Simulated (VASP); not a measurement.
Here is the system:

```
CdSe
1.0
    0.00000     3.00571     3.00571
    3.00571     0.00000     3.00571
    3.00571     3.00571     0.00000
Cd Se
1 1
Direct
  0.00000   0.00000   0.00000
  0.25000   0.25000   0.25000
```

Computed with LDA (Ceperley-Alder, Perdew-Zunger), VASP's LDA PAW potentials (set 64) (plane waves; VASP). Numerical set-up: 400 eV cut-off, Gaussian smearing of 0.050 eV, potentials Cd Se.

Problem. Give the energies of bands 7 to 11 at the high-symmetry points, in eV from the valence-band maximum.

Solution. 
```tsv
band	Γ	X	U	L	W
7	0.00	-4.33	-4.28	-4.69	-4.24
8	0.00	-2.01	-2.74	-0.82	-2.42
9	0.00	-2.01	-1.65	-0.82	-2.41
10	0.43	2.87	3.52	2.24	5.05
11	5.79	3.64	5.10	6.32	5.07
```

The gap is direct, 0.43 eV, from the valence maximum at Γ to the conduction minimum at Γ.

The compound is CdSe in the zinc blende structure, whereas wurtzite is the usual form. It was relaxed first.
